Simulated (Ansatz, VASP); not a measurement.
# SnH5CN2Cl3 in two plane-wave programs, part 2 of 2

Wanted: the spread between two codes on one cell, functional and k mesh. The cell is taken from a series of runs on this material, whose earlier steps may have relaxed, scaled, displaced or heated it; both programs get it as it stands.

VASP 6.6.1 and Ansatz 0.2.0.

So far: The structure; Ansatz: single point, HSE06.

**3. VASP: single point, HSE06**

Level of this step: HSE06; plane waves and PAW (Sn_d, H, C, N, Cl) (VASP).

The same cell, functional and mesh now go to VASP, with its own data sets.

Lines of VASP's logs that name or quote its potential files are left out, and so is its time.

The run reads the wave functions of an earlier VASP run, which isn't shown here.

The input, INCAR:

```
SYSTEM = SnH5CN2Cl3
PREC = Accurate
ENCUT = 520
EDIFF = 1E-06
NELM = 100
ISMEAR = 0
SIGMA = 0.01
LREAL = .FALSE.
ALGO = Normal
LHFCALC = .TRUE.
AEXX = 0.25
GGA = PE
HFSCREEN = 0.208
LASPH = .TRUE.
NBANDS = 39
PRECFOCK = Fast
LORBIT = 11
LWAVE = .FALSE.
LCHARG = .FALSE.
ISIF = 2
```

The input, POSCAR:

```
SnH5CN2Cl3
1.0
    6.2821064800      0.0000000000      0.0000000000
    0.0000000000      4.0135586400      4.3200404000
    0.0000000000     -4.0135586400      4.3200404000
Sn H C N Cl
1 5 1 2 3
Direct
    0.5000000000      0.3960621482      0.3960621482
    0.1946291428      0.7247691722      0.7247691722
    0.8053708572      0.7247691722      0.7247691722
    0.3184001274      0.9074519814      0.9074519814
    0.6815998726      0.9074519814      0.9074519814
    0.0000000000      0.0406661769      0.0406661769
    0.0000000000      0.9143347280      0.9143347280
    0.1837827794      0.8428283180      0.8428283180
    0.8162172206      0.8428283180      0.8428283180
    0.5000000000      0.8327290134      0.3539284933
    0.5000000000      0.3539284933      0.8327290134
    0.0000000000      0.4389784970      0.4389784970
```

The input, KPOINTS:

```
Automatic mesh
0
Gamma
2 2 2
0 0 0
```

PAW data sets: Sn_d, H, C, N and Cl (PBE family, release 64).

The run is started by

```sh
$ export OMP_NUM_THREADS=3
$ mpirun -np 1 vasp_std
```

Numbers of over 12 decimals in the logs are rounded to 6 here.

The program printed:

```text
[banner, memory and clock lines left out]
running    1 mpi-ranks, on    1 nodes
 distrk:  each k-point on    1 cores,    1 groups
 distr:  one band on    1 cores,    1 groups
 Offloading initialized ...    1 GPUs detected
 POSCAR found type information on POSCAR SnH C N Cl
 POSCAR found :  5 types and      12 ions
 LDA part: xc-table for (Slater+PW92), standard interpolation
 found WAVECAR, reading the header
 POSCAR, INCAR and KPOINTS ok, starting setup
 FFT: planning ... GRIDC
 FFT: planning ... GRID_SOFT
 FFT: planning ... GRID
 reading WAVECAR
 the WAVECAR file was read successfully
 initial charge from wavefunction
 entering main loop
       N       E                     dE             d eps       ncg     rms          rms(c)
DAV:   1    -0.694826073322E+02   -0.69483E+02   -0.79070E-01   510   0.586E+00    0.131E+00
DAV:   2    -0.694901327933E+02   -0.75255E-02   -0.75688E-02   555   0.124E+00    0.789E-01
DAV:   3    -0.694861773673E+02    0.39554E-02   -0.11147E-02   634   0.520E-01    0.482E-01
DAV:   4    -0.694857921933E+02    0.38517E-03   -0.20261E-03   569   0.217E-01    0.298E-01
DAV:   5    -0.694855685668E+02    0.22363E-03   -0.17351E-04   648   0.795E-02    0.173E-01
DAV:   6    -0.694854794291E+02    0.89138E-04   -0.92545E-05   570   0.511E-02    0.951E-02
DAV:   7    -0.694854548828E+02    0.24546E-04   -0.27462E-05   578   0.280E-02    0.530E-02
DAV:   8    -0.694854470510E+02    0.78318E-05   -0.64056E-06   578   0.141E-02    0.308E-02
DAV:   9    -0.694854449541E+02    0.20969E-05   -0.23910E-06   522   0.854E-03    0.184E-02
DAV:  10    -0.694854445396E+02    0.41448E-06   -0.82405E-07   411   0.533E-03
   1 F= -.69485445E+02 E0= -.69485445E+02  d E =-.611920E-15
```

From OUTCAR (step 3):

```text
ion  position               nearest neighbor table
   1  0.500  0.396  0.396-  10 2.57  11 2.57  12 3.16  12 3.16
   2  0.195  0.725  0.725-   8 1.02
   3  0.805  0.725  0.725-   9 1.02
   4  0.318  0.907  0.907-   8 1.01
   5  0.682  0.907  0.907-   9 1.01
   6  0.000  0.041  0.041-   7 1.09
   7  0.000  0.914  0.914-   6 1.09   8 1.31   9 1.31
   8  0.184  0.843  0.843-   4 1.01   2 1.02   7 1.31
   9  0.816  0.843  0.843-   5 1.01   3 1.02   7 1.31
  10  0.500  0.833  0.354-   1 2.57
  11  0.500  0.354  0.833-   1 2.57
  12  0.000  0.439  0.439-   1 3.16   1 3.16

  LATTYP: Found a base centered orthorhombic cell.
 ALAT       =     8.0271172800
 B/A-ratio  =     1.0763616001
 C/A-ratio  =     0.7826105264

 Subroutine GETGRP returns: Found  4 space group operations
 (whereof  4 operations were pure point group operations)

The static configuration has the point symmetry C_2v.

 Found      6 irreducible k-points:

   k-points           NKPTS =      6   k-points in BZ     NKDIM =      8   number of bands    NBANDS=     39

   dimension x,y,z NGX =    48 NGY =   48 NGZ =   48
   dimension x,y,z NGXF=    96 NGYF=   96 NGZF=   96

   ENCUT  =  520.0 eV  38.22 Ry    6.18 a.u.  11.68 10.96 10.96*2*pi/ulx,y,z

   NELECT =      54.0000    total number of electrons

 k-points in reciprocal lattice and weights: Automatic mesh
   0.00000000  0.00000000  0.00000000       0.125
   0.50000000  0.00000000  0.00000000       0.125
   0.00000000  0.50000000  0.00000000       0.250
   0.50000000  0.50000000  0.00000000       0.250
   0.00000000  0.50000000  0.50000000       0.125
   0.50000000  0.50000000  0.50000000       0.125

  exchange ACFDT corr.  =         0.00000000  see jH, gK, PRB 81, 115126

 average (electrostatic) potential at core
       1-100.6158       2 -35.4272       3 -35.4272       4 -35.6715       5 -35.6715
       6 -34.3980       7 -53.1589       8 -64.9246       9 -64.9246      10 -90.6781
      11 -90.6781      12 -89.6702

 E-fermi :  -0.3295

 k-point     1 :       0.0000    0.0000    0.0000
  band No.  band energies     occupation
    ...
     23      -2.9199      2.00000
     24      -2.9144      2.00000
     25      -2.3096      2.00000
     26      -2.0327      2.00000
     27      -1.9233      2.00000
     28       4.0305      0.00000
     29       4.7390      0.00000
     30       4.8777      0.00000
     31       5.6640      0.00000
     32       6.1672      0.00000
    ...

 k-point     2 :       0.5000    0.0000    0.0000
  band No.  band energies     occupation
    ...
     23      -3.0242      2.00000
     24      -2.4271      2.00000
     25      -2.1717      2.00000
     26      -1.8539      2.00000
     27      -1.6641      2.00000
     28       3.1436      0.00000
     29       4.0649      0.00000
     30       5.3067      0.00000
     31       5.9139      0.00000
     32       5.9786      0.00000
    ...

 k-point     3 :       0.0000    0.5000    0.0000
  band No.  band energies     occupation
    ...
     23      -2.8082      2.00000
     24      -2.3454      2.00000
     25      -2.2947      2.00000
     26      -1.9735      2.00000
     27      -1.5827      2.00000
     28       3.5833      0.00000
     29       4.0916      0.00000
     30       4.5315      0.00000
     31       5.5998      0.00000
     32       5.6697      0.00000
    ...

  Total       -3.4448692     -1.1380233     -1.7656398      0.0000000      0.0000000      0.0000000
  in kB      -25.3355658     -8.3696837    -12.9855394      0.0000000      0.0000000      0.0000000
  external PRESSURE =     -15.5635963 kB  Pullay stress =       0.0000000 kB

  energy-cutoff  :      520.00
  volume of cell :      217.85
      direct lattice vectors                 reciprocal lattice vectors
     6.282106480  0.000000000  0.000000000     0.159182275  0.000000000 -0.000000000
     0.000000000  4.013558640  4.320040400    -0.000000000  0.124577724  0.115739658
     0.000000000 -4.013558640  4.320040400     0.000000000 -0.124577724  0.115739658

 POSITION                                       TOTAL-FORCE (eV/Angst)
 -----------------------------------------------------------------------------------
      3.14105      0.00000      3.42201         0.000000      0.000000      0.400876
      1.22268      0.00000      6.26206        -0.050847      0.000000      0.403338
      5.05943      0.00000      6.26206         0.050847      0.000000      0.403338
      2.00022      0.00000      7.84046        -0.348855      0.000000     -0.211365
      4.28188      0.00000      7.84046         0.348855      0.000000     -0.211365
      0.00000      0.00000      0.35136         0.000000      0.000000     -0.236564
      0.00000      0.00000      7.89993         0.000000      0.000000     -0.320241
      1.15454      0.00000      7.28210        -0.149906      0.000000      0.081232
      5.12756      0.00000      7.28210         0.149906      0.000000      0.081232
      3.14105      1.92169      5.12641         0.000000     -0.277898     -0.246894
      3.14105     -1.92169      5.12641         0.000000      0.277898     -0.246894
      0.00000      0.00000      3.79281         0.000000      0.000000      0.103306
 -----------------------------------------------------------------------------------
    total drift:                                0.000001      0.000000      0.002976

  FREE ENERGIE OF THE ION-ELECTRON SYSTEM (eV)
  ---------------------------------------------------
  free  energy   TOTEN  =       -69.4854445396 eV

  energy  without entropy=      -69.4854445396  energy(sigma->0) =      -69.48544454

 total charge
# of ion       s       p       d       tot
------------------------------------------
    1        1.471   0.494   9.998  11.963
    2        0.609   0.088   0.000   0.697
    3        0.609   0.088   0.000   0.697
    4        0.626   0.090   0.000   0.717
    5        0.626   0.090   0.000   0.717
    6        0.636   0.049   0.000   0.685
    7        0.883   1.742   0.000   2.625
    8        1.224   2.834   0.000   4.058
    9        1.224   2.834   0.000   4.058
   10        1.592   3.549   0.000   5.141
   11        1.592   3.549   0.000   5.141
   12        1.587   3.524   0.000   5.111
--------------------------------------------------
tot         12.678  18.932   9.998  41.608

[... 3 further parts left out ...]
```

The run ends at a pressure of -1.56 GPa, with forces up to 0.41 eV/Å.

**4. Differences**

Known differences besides the potentials themselves: exact exchange at q = 0 is treated differently, which shows on coarse meshes; VASP keeps PBE cores, Ansatz makes them for the functional; fixed occupations in Ansatz, narrow Gaussian smearing in VASP; the cutoff is 420 eV in Ansatz and 520 eV in VASP; VASP takes a coarser grid for exact exchange (PRECFOCK = Fast). Total energies have different zeros and are not compared.

Both answers:

| quantity | Ansatz | VASP | difference |
| --- | --- | --- | --- |
| gap on the k mesh (eV) | 2.832 | 2.818 | +0.014 |

A gap on the mesh is an upper bound, since the band edges may lie between its points.

**5. Results**

```
difference in gap on the k mesh (single point, HSE06) : 0.014 eV
```

What this shows: The difference in gap on the k mesh is 0.014 eV (single point, HSE06), within the 0.08 eV picked in this series as the mark of a large difference. Such differences can come from data sets, numerical settings and the points named under the comparisons, not from the functional's error against experiment.

[Lines on the potential files, build, host, timing and source positions are cut from VASP's logs without a mark.]

[Logs are printed without paths, hosts, clocks, repeated set-up lines and the standing remarks that a program may print on its own settings, such as how far it seeks lower states.]

[Hosts, paths, dates, database ids (printed as entryN), source tags and the programs' standing remarks are cut or masked in the printed files.]
